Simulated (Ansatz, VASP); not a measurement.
# Si2W (Si2W (I4/mmm)): VASP beside Ansatz

Aim: how closely do two programs agree when they are given the same cell, functional and k mesh? The cell is taken from a series of runs on this material, whose earlier steps may have relaxed, scaled, displaced or heated it; both programs get it as it stands.

Method: plane waves, with VASP 6.6.1 beside it; relaxation of cell and atoms at r2SCAN, in Ansatz 0.2.0.

### 1. The starting structure

It takes space group I4/mmm (No. 139, tetragonal). The conventional cell has a = 3.215 Å, b = 3.215 Å, c = 7.802 Å, α = 90.00°, β = 90.00°, γ = 90.00°. Si has 5 Si at 2.57 to 2.63 Å and 5 W at 2.61 Å nearest. Nearest to W lie 10 Si at 2.61 Å. Farther neighbours are not listed.

### 2. VASP: relaxation of cell and atoms, r2SCAN

The relaxed volume is the usual yardstick between codes: in a stiff, nearly cubic crystal its relative difference is about their pressure difference at one cell divided by the bulk modulus.

Lines of VASP's logs that name or quote its potential files are left out, and so is its time.

The input, INCAR:

```
SYSTEM = Si2W
PREC = Accurate
ENCUT = 660
EDIFF = 1E-07
NELM = 120
ISMEAR = -1
SIGMA = 0.05
LREAL = .FALSE.
ALGO = Normal
METAGGA = R2SCAN
LASPH = .TRUE.
NBANDS = 13
LORBIT = 11
LWAVE = .FALSE.
LCHARG = .FALSE.
ISIF = 3
IBRION = 2
NSW = 80
EDIFFG = -0.005
GGA_COMPAT = .FALSE.
NELMIN = 4
LMIXTAU = .TRUE.
KPAR = 2
```

The input, POSCAR:

```
Si2W
1.0
   -1.6073670000      1.6073670000      3.9010320000
    1.6073670000     -1.6073670000      3.9010320000
    1.6073670000      1.6073670000     -3.9010320000
Si W
2 1
Direct
    0.3349898181      0.3349898181      0.0000000000
    0.6650101819      0.6650101819      0.0000000000
    0.0000000000      0.0000000000      0.0000000000
```

The input, KPOINTS:

```
Automatic mesh
0
Gamma
17 17 17
0 0 0
```

The projector-augmented-wave data sets are Si and W (PBE family, release 64).

Run with:

```bash
> mpirun -np 2 vasp_std
```

Numbers of over 12 decimals in the logs are rounded to 6 here.

What it wrote:

```text
[banner, memory and clock lines left out]
running    2 mpi-ranks, on    1 nodes
 distrk:  each k-point on    1 cores,    2 groups
 distr:  one band on    1 cores,    1 groups

 POSCAR found type information on POSCAR SiW
 POSCAR found :  2 types and       3 ions
|                                                                             |
|               ----> ADVICE to this user running VASP <----                  |
|                                                                             |
|     You enforced a specific xc type in the INCAR file but a different       |
|     [... a line on the potential file left out ...]
|     I HOPE YOU KNOW WHAT YOU ARE DOING!                                     |
|                                                                             |

 LDA part: xc-table for (None), standard interpolation
 POSCAR, INCAR and KPOINTS ok, starting setup
 FFT: planning ... GRIDC
 FFT: planning ... GRID_SOFT
 FFT: planning ... GRID
 WAVECAR not read
 entering main loop
       N       E                     dE             d eps       ncg     rms          rms(c)
DAV:   1    -0.393335014309E+01   -0.39334E+01   -0.72568E+03 10530   0.119E+03
DAV:   2    -0.677028032272E+02   -0.63769E+02   -0.57908E+02 12652   0.220E+02
DAV:   3    -0.708826567101E+02   -0.31799E+01   -0.30590E+01 14348   0.386E+01
DAV:   4    -0.709317469769E+02   -0.49090E-01   -0.48974E-01 12772   0.539E+00
DAV:   5    -0.709324820197E+02   -0.73504E-03   -0.73485E-03 14898   0.590E-01    0.235E+01
DAV:   6    -0.700178459248E+02    0.91464E+00   -0.12677E+00 14500   0.717E+00    0.122E+01
DAV:   7    -0.698743302434E+02    0.14352E+00   -0.21095E-01 12775   0.359E+00    0.381E+00
DAV:   8    -0.699415592256E+02   -0.67229E-01   -0.69063E-02 11323   0.251E+00    0.764E-01
DAV:   9    -0.699408438540E+02    0.71537E-03   -0.25634E-02 11641   0.173E+00    0.451E-01
DAV:  10    -0.699524476830E+02   -0.11604E-01   -0.11932E-02 11185   0.111E+00    0.262E-01
DAV:  11    -0.699562770846E+02   -0.38294E-02   -0.17514E-03 11825   0.414E-01    0.570E-02
DAV:  12    -0.699565891236E+02   -0.31204E-03   -0.16589E-04 13461   0.126E-01    0.188E-02
DAV:  13    -0.699565635622E+02    0.25561E-04   -0.32415E-05 12954   0.593E-02    0.140E-02
DAV:  14    -0.699566005411E+02   -0.36979E-04   -0.17541E-05 11942   0.425E-02    0.134E-02
DAV:  15    -0.699566016159E+02   -0.10747E-05   -0.21868E-06 13550   0.149E-02    0.139E-03
DAV:  16    -0.699566013444E+02    0.27145E-06   -0.48538E-07 12147   0.765E-03    0.207E-03
DAV:  17    -0.699566018440E+02   -0.49964E-06   -0.22317E-07  9475   0.532E-03    0.894E-04
DAV:  18    -0.699566019437E+02   -0.99694E-07   -0.52765E-08  6100   0.225E-03
   1 F= -.69956602E+02 E0= -.69955707E+02  d E =-.699566E+02
[...]
2 F= -.69955185E+02 E0= -.69954305E+02  d E =0.141726E-02
[...]
3 F= -.69957272E+02 E0= -.69956382E+02  d E =-.669679E-03
[...]
4 F= -.69957271E+02 E0= -.69956382E+02  d E =-.669420E-03
[...]
5 F= -.69957302E+02 E0= -.69956413E+02  d E =-.308043E-04
[...]
6 F= -.69957310E+02 E0= -.69956421E+02  d E =-.386523E-04
 curvature:  -0.31 expect dE=-0.227E-05 dE for cont linesearch -0.367E-08
 trial: gam= 0.05523 g(F)=  0.462E-05 g(S)=  0.269E-05 ort = 0.126E-05 (trialstep = 0.817E+00)
 search vector abs. value=  0.786E-05
 bond charge predicted
       N       E                     dE             d eps       ncg     rms          rms(c)
DAV:   1    -0.699573130099E+02   -0.29845E-05   -0.98288E-05 11010   0.658E-02    0.135E-02
DAV:   2    -0.699573129658E+02    0.44015E-07   -0.42833E-06 13448   0.196E-02    0.414E-03
DAV:   3    -0.699573130482E+02   -0.82323E-07   -0.17147E-07  9076   0.351E-03    0.206E-03
DAV:   4    -0.699573130572E+02   -0.89931E-08   -0.12382E-07  7742   0.282E-03
   7 F= -.69957313E+02 E0= -.69956424E+02  d E =-.304076E-05
 trial-energy change:   -0.000003  1 .order   -0.000003   -0.000006    0.000000
 step:   0.7641(harm=  0.7641)  dis= 0.00030  next Energy=   -69.957313 (dE=-0.282E-05)
 reached required accuracy - stopping structural energy minimisation
```

Parts of OUTCAR (step 2):

```text
ion  position               nearest neighbor table
   1  0.335  0.335  0.000-   2 2.57   3 2.61   3 2.61   3 2.61   3 2.61   3 2.61   2 2.63   2 2.63
                             2 2.63   2 2.63
   2  0.665  0.665  0.000-   1 2.57   3 2.61   3 2.61   3 2.61   3 2.61   3 2.61   1 2.63   1 2.63
                             1 2.63   1 2.63
   3  0.000  0.000  0.000-   2 2.61   2 2.61   2 2.61   1 2.61   2 2.61   1 2.61   1 2.61   1 2.61
                             1 2.61   2 2.61

  LATTYP: Found a body centered tetragonal cell.
 ALAT       =     3.2147340000
 C/A-ratio  =     2.4269703185

 Subroutine GETGRP returns: Found 16 space group operations
 (whereof 16 operations were pure point group operations)

The static configuration has the point symmetry D_4h.

 Found    405 irreducible k-points:

   k-points           NKPTS =    405   k-points in BZ     NKDIM =    405   number of bands    NBANDS=     13

   dimension x,y,z NGX =    40 NGY =   40 NGZ =   40
   dimension x,y,z NGXF=    80 NGYF=   80 NGZF=   80

   ENCUT  =  660.0 eV  48.51 Ry    6.96 a.u.   9.46  9.46  9.46*2*pi/ulx,y,z

   NELECT =      14.0000    total number of electrons

 k-points in reciprocal lattice and weights: Automatic mesh
   0.00000000  0.00000000  0.00000000       0.000
   0.05882353 -0.00000000  0.00000000       0.002
   0.11764706  0.00000000  0.00000000       0.002
   0.17647059  0.00000000  0.00000000       0.002
   0.23529412  0.00000000  0.00000000       0.002
   0.29411765  0.00000000  0.00000000       0.002
   0.35294118  0.00000000  0.00000000       0.002
   0.41176471 -0.00000000  0.00000000       0.002
   0.47058824  0.00000000  0.00000000       0.002
[...]
-0.47058824  0.47058824  0.47058824       0.001
  -0.47058824 -0.47058824  0.47058824       0.000

 average (electrostatic) potential at core
       1 -82.2696       2 -82.2696       3 -40.3979

 E-fermi :  10.5843

 k-point     1 :       0.0000    0.0000    0.0000
  band No.  band energies     occupation
    ...
      2       3.3186      2.00000
      3       6.7572      2.00000
      4       7.1643      2.00000
      5       7.5253      2.00000
      6       7.5253      2.00000
      7      11.1532      0.00002
      8      13.6833      0.00000
      9      13.7912      0.00000
     10      13.8353      0.00000
     11      13.8353      0.00000
    ...

 k-point     2 :       0.0588   -0.0000    0.0000
  band No.  band energies     occupation
    ...
      2       3.3251      2.00000
      3       6.4958      2.00000
      4       7.1624      2.00000
      5       7.5727      2.00000
      6       7.6508      2.00000
      7      10.8626      0.00761
      8      13.4511      0.00000
      9      13.6094      0.00000
     10      14.0017      0.00000
     11      14.1694      0.00000
    ...

 k-point     3 :       0.1176    0.0000    0.0000
  band No.  band energies     occupation
    ...
      3       5.9679      2.00000
      4       7.1244      2.00000
      5       7.7111      2.00000
      6       7.8286      2.00000
      7      10.2626      1.99679
      8      12.8326      0.00000
      9      13.3132      0.00000
     10      14.5428      0.00000
     11      14.8329      0.00000
     12      15.8414      0.00000
    ...

  Total        0.0049514      0.0049514      0.0044805      0.0000000     -0.0000000      0.0000000
  in kB        0.1977115      0.1977115      0.1789106      0.0000000     -0.0000000      0.0000000
  external PRESSURE =       0.1914446 kB  Pullay stress =       0.0000000 kB

  energy-cutoff  :      660.00
  volume of cell :       40.12
      direct lattice vectors                 reciprocal lattice vectors
    -1.604006518  1.604006518  3.898802140     0.000000000  0.311719432  0.128244518
     1.604006518 -1.604006518  3.898802140     0.311719432  0.000000000  0.128244518
     1.604006518  1.604006518 -3.898802140     0.311719432  0.311719432  0.000000000

 POSITION                                       TOTAL-FORCE (eV/Angst)
 -----------------------------------------------------------------------------------
      0.00000      0.00000      2.61104         0.000000      0.000000     -0.000669
      1.60401      1.60401      1.28776        -0.000000     -0.000000      0.000669
      0.00000      0.00000      7.79760         0.000000      0.000000      0.000000
 -----------------------------------------------------------------------------------
    total drift:                               -0.000000     -0.000000      0.000000

  FREE ENERGIE OF THE ION-ELECTRON SYSTEM (eV)
  ---------------------------------------------------
  free  energy   TOTEN  =       -69.9573130572 eV

  energy  without entropy=      -69.9555353507  energy(sigma->0) =      -69.95642420

 reached required accuracy - stopping structural energy minimisation

 total charge
# of ion       s       p       d       tot
------------------------------------------
    1        0.725   0.907   0.000   1.631
    2        0.725   0.907   0.000   1.631
    3        0.547   0.699   4.524   5.770
--------------------------------------------------
tot          1.996   2.512   4.524   9.032

[... 3 further parts left out ...]
```

CONTCAR:

```
Si2W
   1.00000000000000
    -1.6040065175135356    1.6040065175135356    3.8988021399226467
     1.6040065175135356   -1.6040065175135356    3.8988021399226467
     1.6040065175135356    1.6040065175135356   -3.8988021399226467
  Si              W
     2     1
Direct
     0.3348516849785683    0.3348516849785683    0.0000000000000000
     0.6651483150214316    0.6651483150214316    1.0000000000000000
     1.0000000000000000    1.0000000000000000    0.0000000000000000
```

The run keeps the 16 symmetry operations of its start, so it cannot find a distortion of lower symmetry.

### 3. Ansatz: relaxation of cell and atoms, r2SCAN

Ansatz runs on its PAW soft_1 files.

The same cell, functional, mesh and smearing now go to Ansatz.

The input, input.yaml:

```yaml
crystal:
  lattice:
    - [-1.6073667, 1.6073667, 3.9010319]
    - [1.6073667, -1.6073667, 3.9010319]
    - [1.6073667, 1.6073667, -3.9010319]
  atoms:
    - { symbol: Si, position: [0.33498984, 0.33498984, 0.0] }
    - { symbol: Si, position: [0.66501016, 0.66501016, 0.0] }
    - { symbol: W, position: [0.0, 0.0, 0.0] }
basis:
  ecutwfc: 500
  xc_grid: 2
hamiltonian:
  xc: r2scan
  pseudopotentials: { kind: paw, azcp: { folder: soft_1 } }
kpoints:
  mp_grid: { grid: [17, 17, 17] }
scf:
  occupations: { method: fermi_dirac, width: 0.05 }
  max_iter: 150
output:
  forces: true
  stress: true
relax:
  f_tol: 0.01
  max_steps: 60
  cell: {}
checkpoint:
  write: "../r2scan.run"
  compress: false
  write_wavefunctions: false
  write_every: 100000
```

Run with:

```bash
> ansatz run input.yaml --threads 4 --pin off --max-ram 6594MiB --backend cpu --events-out ev --progress --plain --runs-dir out
```

What it wrote:

```text
Engine: ansatz 0.2.0, aarch64-unknown-linux-gnu
Pseudopotentials: kind: paw
Pseudopotential: Si, paw, valence charge 4, recommended cutoff 500 eV (meta_gga), soft_1/Si.paw.azcp
Pseudopotential: W, paw, valence charge 14, recommended cutoff 500 eV (meta_gga), soft_1/W.paw.azcp
Functional definition: r2SCAN
  parameter k0 = 0.174
  parameter k1 = 0.065
  parameter a1 = 4.9479
  exchange = r2scan_x(k0 = k0, k1 = k1, a1 = a1)
  correlation = r2scan_c
Crystal: 3 atoms, lattice volume = 40.315 Å³
Basis set: ecut = 500 eV, 1023 PW (Γ), exchange–correlation on 72×72×72 points (8 copies of the dense FFT grid, shifted against one another)
Bands: 15, of which v1, the nominal top of the filled ones, is band 11 counted from 1 (10 counted from 0)
Symmetry: 16 space group operations
Space group: I4/mmm (ITA 139), of the structure as read, at distance tolerance 3.4e-5 Å
k-points: 405 of 4913
Non-local potential: Si, projectors of the file, l = 0: 2, l = 1: 2, l = 2: 1
Non-local potential: W, projectors of the file, l = 0: 3, l = 1: 2, l = 2: 2, l = 3: 1
PAW form: soft (Blöchl's): semilocal exchange-correlation on the pseudo side does not see the compensation charge
PAW frozen core: Si, regenerated for the run's functional (the file was generated under x = pbe(κ = 0.804, μ = 0.219515), c = pbe(β = 0.066725))
PAW frozen core: W, regenerated for the run's functional (the file was generated under x = pbe(κ = 0.804, μ = 0.219515), c = pbe(β = 0.066725))
PAW one-centre angular grid: Si, 302 points (default); XC on 160 Gauss nodes
PAW one-centre angular grid: W, 590 points (default); XC on 160 Gauss nodes
Initial density: superposition of atomic densities (chi_scale 0.1, normalization cell, long waves kept (reshape's long-wave potential 0.00 eV rms))
Initial wavefunctions: pseudopotential atomic-orbital guess
Functional: x = r2scan, c = r2scan; τ floored in thin density (d = 2e-4 eV/Å³)
SCF iter   1: F=—  HF=-11677.248653 eV  |F-HF|=—  |Δ(HF+E_count)|=         —  Δρ=4.69e-2  dr2=7.82e-1  dr2_τ=4.57e-2  ethr=3.10e-3  ⟨swp⟩=6.0  Hψ=37986  notcnv=0
preconditioner: auto → Kerker (q_TF=auto, 2.466 Å⁻¹)  [metal: Δε(μ)=0.061 eV  Ē_g=8.775 eV  σ=0.050 eV  W_gap=0.29  n_scr=10 (ndim 8)  ℏωp=21.9 eV  f_vac=0.000  D(μ)=0.18/eV (n_scr^D=0)]
SCF iter   2: F=—  HF=-11677.315208 eV  |F-HF|=—  |Δ(HF+E_count)|=   6.66e-2  Δρ=2.85e-2  dr2=2.47e-1  dr2_τ=1.13e-2  ethr=3.10e-3  ⟨swp⟩=2.0  Hψ=11002  notcnv=0
SCF iter   3: F=—  HF=-11677.315120 eV  |F-HF|=—  |Δ(HF+E_count)|=   8.84e-5  Δρ=5.73e-3  dr2=1.14e-2  dr2_τ=9.29e-4  ethr=1.12e-3  ⟨swp⟩=3.0  Hψ=11715  notcnv=0
SCF iter   4: F=—  HF=-11677.315981 eV  |F-HF|=—  |Δ(HF+E_count)|=   8.61e-4  Δρ=6.94e-4  dr2=1.40e-4  dr2_τ=1.44e-5  ethr=5.20e-5  ⟨swp⟩=2.0  Hψ=10530  notcnv=0
SCF iter   5: F=—  HF=-11677.316197 eV  |F-HF|=—  |Δ(HF+E_count)|=   2.16e-4  Δρ=2.12e-4  dr2=2.26e-5  dr2_τ=2.14e-6  ethr=6.36e-7  ⟨swp⟩=2.0  Hψ=10123  notcnv=0
SCF iter   6: F=—  HF=-11677.316214 eV  |F-HF|=—  |Δ(HF+E_count)|=   1.69e-5  Δρ=7.33e-5  dr2=1.95e-6  dr2_τ=1.86e-7  ethr=1.03e-7  ⟨swp⟩=2.0  Hψ=8918  notcnv=0
SCF iter   7: F=-11677.316218 eV  HF=-11677.316218 eV  |F-HF|=8.73e-8  |Δ(HF+E_count)|=   4.18e-6  Δρ=1.40e-5  dr2=7.09e-8  dr2_τ=1.01e-9  ethr=4.55e-10  ⟨swp⟩=3.0  Hψ=25493  notcnv=0
SCF 1 converged in 7 iterations: F = -11677.316218 eV  dr2 = 7.09e-8
  greatest PAW one-centre occupation: 1.000 electrons in one spin orbital (limit 2), on the W atom at site 2 (counted from 0), in its partial waves of l = 0
relax step   1: F+E_penalty+E_count = -11677.31621842 eV  Δ(F+E_penalty+E_count) = +0.000e0 eV  max|allowed force component| = 2.639e-2 eV/Å  Δτ_max = 0.0000 Å  P = -0.196 GPa  Ω = 40.315 Å³  (7 SCF iters, dr2 threshold 1.00e-7 eV, accepted)
[...]
relax step   2: F+E_penalty+E_count = -11677.31633034 eV  Δ(F+E_penalty+E_count) = -1.119e-4 eV  max|allowed force component| = 7.507e-3 eV/Å  Δτ_max = 0.0011 Å  P = +0.101 GPa  Ω = 40.251 Å³  energy of the carried Pulay correction = +1.602e-5 eV  (4 SCF iters, dr2 threshold 3.00e-7 eV, accepted)
[...]
relax step   3: F+E_penalty+E_count = -11677.31635708 eV  Δ(F+E_penalty+E_count) = -2.674e-5 eV  max|allowed force component| = 5.955e-3 eV/Å  Δτ_max = 0.0000 Å  P = +0.002 GPa  Ω = 40.271 Å³  energy of the carried Pulay correction = +1.104e-5 eV  (4 SCF iters, dr2 threshold 1.20e-7 eV, accepted)
[...]
relax step   4: F+E_penalty+E_count = -11677.31634596 eV  Δ(F+E_penalty+E_count) = +1.112e-5 eV  max|allowed force component| = 5.932e-3 eV/Å  Δτ_max = 0.0000 Å  P = +0.002 GPa  Ω = 40.271 Å³  stress off target by 1.93e-2 GPa  SCF on the basis re-selected at this cell (its energy is not comparable with the rows above)  (4 SCF iters)
basis re-selected at this cell: Δ(F+E_penalty+E_count) = +1.112e-5 eV, ΔP = -0.000 GPa vs the last step (what re-selecting the basis moved, of the pressure what is left beyond the Pulay correction that the steps carried, after the strain that the cell walked since its last selection, with what the two solves' SCF thresholds leave and, on support functions, any second-order correction that the steps lacked; it is no m [...]
SCF converged after 4 iterations
Free energy (F): -11677.316346 eV
Harris-Foulkes:  -11677.316346 eV  (|F-HF|=7.28e-12)
Internal energy: -11677.314566 eV  (E = F + TS)
E sigma→0 (E₀):  -11677.315456 eV
Entropy (-TS):   -0.001780 eV (-0.593 meV/atom)
Fermi energy:    16.708482 eV
--- Per-component energies (eV) ---
  E_band       = -96.692893
  E_kinetic    = 514.021317
  E_local      = -881.532850  (includes V_loc(G=0)·N_el)
  E_nonlocal   = 17.259419
  E_hartree    = 385.196497
  E_xc         = -360.205419
  E_vxc        = -361.728718  (∫ρ·V_xc dr)
  E_paw        = -9644.420553  (= ΣΔE_a)
  E_vpaw       = -172.968780  (= ΣTr[D̂ρ^β])
  E_aug_tail   = 0.000090  (compensation charges beyond the density's cutoff)
  E_vtau       = 17.863645  (kinetic-family band-sum trace: ∫τ·v_τ [+ j·A + Jᵃ·Aᵃ] dr)
  E_ewald      = -1706.892048
  E_core_change = -0.741020  (= ΣΔE_core)
  E_smearing   = -0.001780  (= −TS)
  E_closure    = -0.000000  (closes the sum)
  Σ components = -11677.316346   (vs F -11677.316346, Δ=0.00e0)
--- Forces (eV/Å), atoms counted from 1 ---
  atom   1  Si    -0.00000000     0.00000000    -0.00593203
  atom   2  Si     0.00000000     0.00000000     0.00593203
  atom   3  W      0.00000000     0.00000000     0.00000000
  max |Σ_I F_I| component: 8.33e-17 eV/Å
--- Stress (GPa, compression-positive) ---
        0.012267       0.000000       0.000000
        0.000000       0.012267      -0.000000
        0.000000       0.000000      -0.019308
  P = ⅓ Tr σ = 0.0017 GPa (0.017 kbar)
--- Relaxed structure (3 steps of the walk, 3 accepted, 1 SCFs on fresh bases) ---
  F+E_penalty+E_count = -11677.31634596 eV   max|allowed force component| = 5.932e-3 eV/Å   (the final SCF, on the basis selected at the relaxed cell)
  cell:  # Å, volume = 40.2709 Å³
    - [-1.606003, 1.606003, 3.903357]
    - [1.606003, -1.606003, 3.903357]
    - [1.606003, 1.606003, -3.903357]
  atoms:
    - { symbol: Si, position: [0.334851, 0.334851, 0] }
    - { symbol: Si, position: [0.665149, 0.665149, 0] }
    - { symbol: W, position: [0, 0, 0] }
```

Reading the cycles: dr2 is the Hartree energy of the density residual (eV), the measure of convergence; HF is the Harris–Foulkes estimate of the energy, which meets the free energy F at convergence.

### 4. Differences

Known differences besides the potentials themselves: VASP keeps PBE cores, Ansatz makes them for the functional; the data sets hold 22 valence electrons in Ansatz (on its PAW soft_1 files) and 14 in VASP; the cutoff is 500 eV in Ansatz and 660 eV in VASP; Ansatz adds a Pulay correction to the stress that steers its cell, VASP none. Total energies have different zeros and are not compared.

Compared:

```tsv
quantity	Ansatz	VASP	difference
volume (Å³)	40.27	40.12	+0.37 %
edge a after relaxation, in the typed setting (Å)	4.516	4.511	+0.12 %
```

### 5. What came out

```yaml
difference_in_volume_relaxation_of_cell_and_atoms_r2scan: 0.37 %
```

The difference in volume is 0.37 % (relaxation of cell and atoms, r2SCAN), within the 1.2 % picked in this series as the mark of a large difference, as far as the stopping tolerances let one tell. The data sets hold unlike numbers of valence electrons (22 in Ansatz and 14 in VASP), so part of the differences comes from the potentials. Such differences can come from data sets, numerical settings and the points named under the comparisons, not from the functional's error against experiment.

[Lines on the potential files, build, host, timing and source positions are cut from VASP's logs without a mark.]

[Logs are printed without paths, hosts, clocks, repeated set-up lines and the standing remarks that a program may print on its own settings, such as how far it seeks lower states.]

[Hosts, paths, dates, database ids (printed as entryN), source tags and the programs' standing remarks are cut or masked in the printed files.]
